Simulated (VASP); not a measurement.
All values below come from LDA (Ceperley-Alder, Perdew-Zunger), VASP's LDA PAW potentials (set 64) (plane waves; VASP).

A VASP calculation is set up with these files.

POSCAR:
```
Rb
1
   -2.8250000000     2.8250000000     2.8250000000
    2.8250000000    -2.8250000000     2.8250000000
    2.8250000000     2.8250000000    -2.8250000000
Rb
1
Direct
  0.0000000000   0.0000000000   0.0000000000
```

**INCAR**
```
ALGO=Normal   ! blocked Davidson
SIGMA=0.05
ISMEAR=-1   ! Fermi-Dirac
LWAVE=.FALSE.
ISIF=2   ! forces and stress, cell fixed
LASPH=.TRUE.   ! aspherical one-centre terms
LMAXMIX=4   ! l cut-off of mixed one-centre charges
SYSTEM=Rb
PREC=Accurate
LCHARG=.FALSE.
NELM=100   ! most electronic steps
ENCUT=300
EDIFF=1E-6   ! SCF stop (eV)
LREAL=.FALSE.   ! projection in real space or not
```

**KPOINTS**
```
Automatic mesh
0
Gamma
11 11 11
0 0 0
```

POTCAR, in this order: Rb_sv (LDA.64 set). Program: vasp_std.

Output of the run:

OSZICAR:
```
       N       E                     dE             d eps       ncg     rms          rms(c)
DAV:   1     0.316172816554E+02    0.31617E+02   -0.26703E+03   904   0.542E+02
DAV:   2     0.297807221758E+00   -0.31319E+02   -0.31172E+02   944   0.121E+02
DAV:   3    -0.102866703334E+01   -0.13265E+01   -0.13230E+01  1368   0.269E+01
DAV:   4    -0.104739073673E+01   -0.18724E-01   -0.18718E-01  1424   0.270E+00
DAV:   5    -0.104754629107E+01   -0.15555E-03   -0.15551E-03  1424   0.155E-01    0.109E+00
DAV:   6    -0.104695070465E+01    0.59559E-03   -0.17526E-03  1448   0.274E-01    0.651E-01
DAV:   7    -0.104695580703E+01   -0.51024E-05   -0.28983E-03  1320   0.346E-01    0.444E-02
DAV:   8    -0.104699587679E+01   -0.40070E-04   -0.11616E-04  1320   0.102E-01    0.127E-02
DAV:   9    -0.104699944336E+01   -0.35666E-05   -0.52401E-06  1416   0.163E-02    0.401E-03
DAV:  10    -0.104699963631E+01   -0.19295E-06   -0.15035E-06  1080   0.768E-03
   1 F= -.10469996E+01 E0= -.10437337E+01  d E =-.653181E-02
```

**OUTCAR**
```
------------------------ aborting loop because EDIFF is reached ----------------------------------------
  FORCE on cell =-STRESS in cart. coord.  units (eV):
  Direction    XX          YY          ZZ          XY          YZ          ZX
  --------------------------------------------------------------------------------------
  Total       -0.2523201     -0.2523201     -0.2523201      0.0000000      0.0000000      0.0000000
  in kB       -4.4827764     -4.4827764     -4.4827764      0.0000000      0.0000000      0.0000000
  external PRESSURE =      -4.4827764 kB  Pullay stress =       0.0000000 kB
  volume of cell :       90.18
      direct lattice vectors                 reciprocal lattice vectors
    -2.825000000  2.825000000  2.825000000     0.000000000  0.176991150  0.176991150
     2.825000000 -2.825000000  2.825000000     0.176991150  0.000000000  0.176991150
     2.825000000  2.825000000 -2.825000000     0.176991150  0.176991150  0.000000000
 POSITION                                       TOTAL-FORCE (eV/Angst)
 -----------------------------------------------------------------------------------
      0.00000      0.00000      0.00000         0.000000      0.000000     -0.000000
 -----------------------------------------------------------------------------------
    total drift:                               -0.000000     -0.000000     -0.000000
  FREE ENERGIE OF THE ION-ELECTRON SYSTEM (eV)
  ---------------------------------------------------
  free  energy   TOTEN  =        -1.0469996363 eV

  energy  without entropy=       -1.0404678257  energy(sigma->0) =       -1.04373373
```
(Selected blocks of OUTCAR.)

At this cut-off the stress carries a Pulay error, which pulls relaxed volumes low.

The structure is a typed Rb crystal (Im-3m). The cell was not relaxed at this level. The run is one of a series of settings (GGA removed, POTCAR Rb_sv (LDA.64 set) against the base run), some of them coarse on purpose.
